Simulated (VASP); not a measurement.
An input for Quantum ESPRESSO's pw.x (written as the equivalent of a VASP run, and not itself run):

```
&CONTROL
  calculation = 'vc-relax'
  pseudo_dir = './pseudo'
  outdir = './out'
  tprnfor = .true.
  tstress = .true.
  nstep = 40
  forc_conv_thr = 0.00078
/
&SYSTEM
  ibrav = 0
  nat = 4
  ntyp = 2
  ecutwfc = 102
  occupations = 'smearing'
  smearing = 'gaussian'
  degauss = 0.003675
  input_dft = 'pbesol'
/
&ELECTRONS
  conv_thr = 7.3e-08
  electron_maxstep = 100
/
&IONS
/
&CELL
  press = 100
/
ATOMIC_SPECIES
  Cd 112.414 Cd.upf
  Te 127.600 Te.upf
CELL_PARAMETERS angstrom
     4.4455681    0.0000000    0.0000000
    -2.2227841    3.8499750    0.0000000
     0.0000000    0.0000000    7.2833373
ATOMIC_POSITIONS crystal
  Cd   0.3333330  0.6666670  0.0001830
  Cd   0.6666670  0.3333330  0.5001830
  Te   0.3333330  0.6666670  0.3748170
  Te   0.6666670  0.3333330  0.8748170
K_POINTS automatic
  6 6 3 0 0 0
```

Question: Write the VASP files for the same calculation (PBEsol).

Answer: One answer among several that fit: 
POSCAR:
```
CdTe
1
    4.4455681246     0.0000000000     0.0000000000
   -2.2227840624     3.8499749866     0.0000000000
    0.0000000000     0.0000000000     7.2833373331
Cd Te
2 2
Direct
  0.3333330000   0.6666670000   0.0001830420
  0.6666670000   0.3333330000   0.5001830420
  0.3333330000   0.6666670000   0.3748169580
  0.6666670000   0.3333330000   0.8748169580
```

INCAR:
```
# general
SYSTEM  = CdTe
PREC    = Accurate
ENCUT   = 500
LREAL   = F   # projection in real space or not
LASPH   = T   # aspherical one-centre terms

# electronic loop
EDIFF   = 1E-6   # SCF stop (eV)
NELM    = 100
ALGO    = Normal
LMAXMIX = 4   # l cut-off of mixed one-centre charges

# smearing
ISMEAR  = 0
SIGMA   = 0.05

# functional
GGA     = PS   # PBEsol

# ions
IBRION  = 2   # conjugate gradients
NSW     = 40   # most ionic steps
ISIF    = 3   # ions, shape and volume
EDIFFG  = -0.02   # ionic stop
PSTRESS = 100   # kbar

# output
LWAVE   = F
LCHARG  = F
```

### KPOINTS
```
Automatic mesh
0
Gamma
6 6 3
0 0 0
```

POTCAR, in this order: Cd Te (PBE.64 set). Program: vasp_std.

The two are equivalent in intent, not identical: the potentials are each code's own (VASP's PAW set, PseudoDojo norm-conserving files in pw.x), so ENCUT and ecutwfc are chosen apart and not converted; conv_thr bounds pw.x's estimated SCF error, while EDIFF bounds the energy change between steps; forc_conv_thr acts on force components and is met together with etot_conv_thr.

The structure was generated: CdTe was put into the wurtzite type (P6_3mc), which need not be its known phase. This run relaxes it under an external pressure of 10 GPa. Symmetry was kept, so distortions that lower it aren't found.
